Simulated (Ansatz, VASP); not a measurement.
# One calculation of NaLiICl, two programs

File INCAR:

```
  PREC = Accurate
  ENCUT = 520
  EDIFF = 1E-6
  ISMEAR = 0
  SIGMA = 0.05
  LREAL = False
  LASPH = True
  NELM = 80
  ALGO = Normal
  ISIF = 2
  LWAVE = False
  LCHARG = True
  LELF = True
  LVHAR = True
  NBANDS = 20
```

The input KPOINTS:

```
regular mesh
0
Gamma
  6 6 4
```

File POSCAR:

```
NaLiICl
1.0
    4.2553014400      0.0000000000      0.0000000000
    0.0000000000      4.2553014400      0.0000000000
    0.0000000000      0.0000000000      5.7181164800
Na Li I Cl
1 1 1 1
Direct
    0.5000000000      0.5000000000      0.5000000000
    0.0000000000      0.0000000000      0.0000000000
    0.5000000000      0.5000000000      0.0000000000
    0.0000000000      0.0000000000      0.5000000000
```

Input for Ansatz:

```yaml
crystal:
  lattice:
    - [4.25530144, 0.0, 0.0]
    - [0.0, 4.25530144, 0.0]
    - [0.0, 0.0, 5.71811648]
  atoms:
    - { symbol: Na, position: [0.5, 0.5, 0.5] }
    - { symbol: Li, position: [0.0, 0.0, 0.0] }
    - { symbol: I, position: [0.5, 0.5, 0.0] }
    - { symbol: Cl, position: [0.0, 0.0, 0.5] }
basis:
  ecutwfc: 420
kpoints:
  mp_grid: { grid: [6, 6, 4] }
hamiltonian:
  xc: lda
scf:
  occupations: { method: gaussian, width: 0.05 }
output:
  forces: true
  stress: true
  eigenvalues: true
```

Change from the starting cell: strain +0.040 along x and y, -0.080 along z, atoms carried along.

Alike in both runs: task single point; functional LDA; k mesh 6 × 6 × 4; occupations gaussian, width 0.05 eV; no spin polarisation.

|  | VASP | Ansatz |
| --- | --- | --- |
| version | VASP 6.6.1 | Ansatz 0.2.0 |
| potentials or method | VASP PAW LDA potentials, release 64 (Na_pv, Li_sv, I, Cl) | scalar-relativistic, plane waves, PAW |
| plane-wave cutoff (eV) | 520 | 420 |
| valence electrons in the cell | 24 | 36 |

```tsv
	VASP	Ansatz	Ansatz less VASP
gap on the k mesh at the Fermi level (eV)	4.06	4.05	-0.012
least direct gap on the mesh (eV)	4.13	4.12	-0.013
```

The two sets of potentials don't hold the same shells in valence.

Caveats: spin-orbit coupling is left out, which moves the levels of the heavy elements. A k mesh can miss the band edges.
